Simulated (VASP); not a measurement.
Output of a VASP run:

OSZICAR:
```
       N       E                     dE             d eps       ncg     rms          rms(c)
DAV:   1     0.132663334112E+03    0.13266E+03   -0.15608E+04  1062   0.436E+03
DAV:   2    -0.200340258219E+02   -0.15270E+03   -0.15040E+03  1060   0.541E+02
DAV:   3    -0.400872185313E+02   -0.20053E+02   -0.19904E+02  1166   0.150E+02
DAV:   4    -0.406955020803E+02   -0.60828E+00   -0.60720E+00  1192   0.298E+01
DAV:   5    -0.407057096266E+02   -0.10208E-01   -0.10207E-01  1172   0.397E+00    0.304E+00
DAV:   6    -0.382213728254E+02    0.24843E+01   -0.35607E-01  1214   0.107E+01    0.176E+00
DAV:   7    -0.383613297052E+02   -0.13996E+00   -0.40591E-01  1262   0.761E+00    0.364E-01
DAV:   8    -0.378989896446E+02    0.46234E+00   -0.25345E-01  1252   0.726E+00    0.277E-01
DAV:   9    -0.381083175614E+02   -0.20933E+00   -0.18486E-01  1044   0.535E+00    0.204E-01
DAV:  10    -0.380127723295E+02    0.95545E-01   -0.68471E-02  1044   0.365E+00    0.238E-01
DAV:  11    -0.380443308984E+02   -0.31559E-01   -0.31253E-02  1276   0.266E+00    0.145E-01
DAV:  12    -0.381040279109E+02   -0.59697E-01   -0.16126E-01  1044   0.478E+00    0.177E-01
DAV:  13    -0.381068816624E+02   -0.28538E-02   -0.51762E-03  1360   0.919E-01    0.175E-01
DAV:  14    -0.381089120706E+02   -0.20304E-02   -0.47309E-04  1102   0.237E-01    0.185E-01
DAV:  15    -0.381071666524E+02    0.17454E-02   -0.15956E-03  1046   0.648E-01    0.124E-01
DAV:  16    -0.381038682329E+02    0.32984E-02   -0.15449E-02  1044   0.201E+00    0.677E-02
DAV:  17    -0.381052327853E+02   -0.13646E-02   -0.58943E-03  1046   0.887E-01    0.147E-02
DAV:  18    -0.381050499844E+02    0.18280E-03   -0.12369E-03  1060   0.392E-01    0.197E-02
DAV:  19    -0.381049074837E+02    0.14250E-03   -0.49290E-04  1044   0.268E-01    0.241E-02
DAV:  20    -0.381049410469E+02   -0.33563E-04   -0.23130E-04  1048   0.200E-01    0.118E-02
DAV:  21    -0.381049234530E+02    0.17594E-04   -0.72011E-06  1112   0.351E-02    0.950E-03
DAV:  22    -0.381049223935E+02    0.10595E-05   -0.47103E-06  1046   0.240E-02    0.939E-03
DAV:  23    -0.381049132993E+02    0.90942E-05   -0.83184E-06  1048   0.407E-02    0.720E-03
DAV:  24    -0.381049048540E+02    0.84453E-05   -0.12372E-05  1044   0.409E-02    0.388E-03
DAV:  25    -0.381049057284E+02   -0.87440E-06   -0.53712E-07   864   0.801E-03    0.398E-03
DAV:  26    -0.381049045192E+02    0.12092E-05   -0.26842E-06  1068   0.215E-02    0.207E-03
DAV:  27    -0.381049047315E+02   -0.21229E-06   -0.23666E-06  1116   0.201E-02    0.496E-04
DAV:  28    -0.381049052747E+02   -0.54320E-06   -0.12994E-06   832   0.110E-02    0.589E-04
DAV:  29    -0.381049052857E+02   -0.10987E-07   -0.97067E-08   750   0.382E-03
   1 F= -.38104905E+02 E0= -.38104900E+02  d E =-.112869E-04
```

OUTCAR:
```
------------------------ aborting loop because EDIFF is reached ----------------------------------------
  FORCE on cell =-STRESS in cart. coord.  units (eV):
  Direction    XX          YY          ZZ          XY          YZ          ZX
  --------------------------------------------------------------------------------------
  Total        0.0312874      0.0312874      0.0312874      0.0000000      0.0000000     -0.0000000
  in kB        1.1070082      1.1070082      1.1070082      0.0000000      0.0000000     -0.0000000
  external PRESSURE =       1.1070082 kB  Pullay stress =       0.0000000 kB
  volume of cell :       45.28
      direct lattice vectors                 reciprocal lattice vectors
     0.000000000  2.829000000  2.829000000    -0.176740898  0.176740898  0.176740898
     2.829000000  0.000000000  2.829000000     0.176740898 -0.176740898  0.176740898
     2.829000000  2.829000000  0.000000000     0.176740898  0.176740898 -0.176740898
 POSITION                                       TOTAL-FORCE (eV/Angst)
 -----------------------------------------------------------------------------------
      0.00000      0.00000      0.00000        -0.000000     -0.000000     -0.000000
      1.41450      1.41450      1.41450         0.000000      0.000000      0.000000
 -----------------------------------------------------------------------------------
    total drift:                                0.000000     -0.000000      0.000000
  FREE ENERGIE OF THE ION-ELECTRON SYSTEM (eV)
  ---------------------------------------------------
  free  energy   TOTEN  =       -38.1049052857 eV

  energy  without entropy=      -38.1048939988  energy(sigma->0) =      -38.10489964
```
(Selected blocks of OUTCAR.)

### POSCAR
```
Ge
1
    0.0000000000     2.8290000000     2.8290000000
    2.8290000000     0.0000000000     2.8290000000
    2.8290000000     2.8290000000     0.0000000000
Ge
2
Direct
  0.0000000000   0.0000000000   0.0000000000
  0.2500000000   0.2500000000   0.2500000000
```

**Question.** Write an INCAR and KPOINTS that could have produced this output.

**Answer.** Several could match; the one computed here: the input of the run itself, SCAN meta-GGA, plane waves, VASP's PBE PAW potentials (set 64).

**KPOINTS**
```
Automatic mesh
0
Gamma
 8 8 8
0 0 0
```

### INCAR
```
# general
SYSTEM =Ge
PREC   =Accurate
ENCUT  =520   # plane-wave cut-off (eV)
LREAL  =.FALSE.   # projection in real space or not
LASPH  =.TRUE.   # aspherical one-centre terms

# electronic loop
EDIFF  =1E-7   # SCF stop (eV)
NELM   =100   # most electronic steps
ALGO   =Normal   # blocked Davidson
LMAXMIX=4
LMIXTAU=.TRUE.

# smearing
ISMEAR =0
SIGMA  =0.05   # width (eV)

# functional
METAGGA=SCAN

# ions
ISIF   =2   # forces and stress, cell fixed

# output
LWAVE  =.FALSE.
LCHARG =.FALSE.
```

POTCAR, in this order: Ge_d (PBE.64 set). Program: vasp_std.

The compound is Ge in the diamond structure. The cell was not relaxed at this level.
